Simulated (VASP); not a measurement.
Cl2, in a box:

```
Cl
1.0
    12.00000    0.00000    0.00000
     0.00000   12.50000    0.00000
     0.00000    0.00000   13.00000
Cl
2
Direct
  0.45000 0.47000 0.42332
  0.45000 0.47000 0.57668
```

Base run:

| Item | Value |
| --- | --- |
| Program | VASP 6.6.1 |
| Functional | PBE |
| Potentials or basis | VASP PAW PBE potentials, release 64 (Cl) |
| Cutoff | 450 eV |
| k mesh | 1 × 1 × 1 |
| Occupations | gaussian, width 0.01 eV |
| Spin | no spin polarisation |

Its results: gap between the frontier levels 3.06 eV.

Q: After a change of settings the same cell gave: gap between the frontier levels 3.46 eV. Which change was it?
A. functional from PBE to LDA; potentials or basis from VASP PAW PBE potentials, release 64 (Cl) to VASP PAW LDA potentials, release 64 (Cl)
B. functional from PBE to PBEsol; cutoff from 450 eV to 300 eV
C. functional from PBE to PBEsol
D. functional from PBE to r2SCAN

A: D.

r2SCAN gives the wider gap, since meta-GGAs in the generalised Kohn-Sham scheme recover part of the derivative discontinuity.
